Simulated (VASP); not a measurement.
Input:

```xyz
3
Lattice="0.0000 2.5362 2.5362 2.5362 0.0000 2.5362 2.5362 2.5362 0.0000" Properties=species:S:1:pos:R:3 pbc="T T T"
Hf     0.0000     0.0000     0.0000
O      1.2681     1.2681     1.2681
O      3.8043     3.8043     3.8043
```

The numbers are results of PBE GGA, VASP's PBE PAW potentials (set 64) (plane waves; VASP), not measurements. Settings: 520 eV cut-off, Gaussian smearing of 0.050 eV, potentials Hf_pv O.

Unless said otherwise, spin-orbit coupling is left out, though it shifts the bands of the heavy elements here.

**Question.** What does the run give for the band gap (along the path) with the smallest direct gap where there is one?

**Answer.** 
- band gap (along the path): 3.80 eV
- smallest direct gap (along the path): 3.80 eV

Only differences to runs with the same potentials and settings are physical.

The compound is HfO2 in the fluorite structure, the high-temperature cubic form, which is unstable at 0 K; the monoclinic form is the stable one. It was relaxed first.
